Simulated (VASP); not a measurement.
Given:

```xyz
1
Lattice="0.0000 1.9557 1.9557 1.9557 0.0000 1.9557 1.9557 1.9557 0.0000" Properties=species:S:1:pos:R:3 pbc="T T T"
Pd     0.0000     0.0000     0.0000
```

Method: r2SCAN meta-GGA, VASP's PBE PAW potentials (set 64) (plane waves; VASP). Run with 480 eV cut-off, 14×14×14 Γ-centred mesh, first-order Methfessel-Paxton smearing of 0.10 eV, potentials Pd.

Stress in GPa, positive for a compressed cell; the cube axes lie along x, y and z, and the ions stay on their sites.

| strain | σxx | σyy | σzz |
|---|---|---|---|
| none | 0.46 | 0.46 | 0.46 |
| εxx = -2.0 %, εyy = -2.0 % | 9.28 | 9.28 | 8.27 |
| εxx = -1.5 %, εyy = -1.5 % | 6.86 | 6.86 | 6.15 |
| εxx = +1.0 %, εyy = +1.0 % | -3.16 | -3.16 | -2.87 |

Fit C11 and C12 to these rows, and predict the stress for εxx = +4.0 %, εzz = +4.0 %.

Least squares on Δσ_i = −C11 ε_i − C12 (ε_j + ε_k) over all components shown gives C11 = 236 GPa and C12 = 190 GPa, and so σxx, σyy, σzz = -16.57, -14.70, -16.57 GPa. The run gave -11.51, -10.93, -11.51 GPa; the difference holds the non-linear terms and numerical noise.

Left out are shears, moved atoms, failed runs and, from the fit, strains over 2.5 %.

The compound is Pd in the fcc structure.
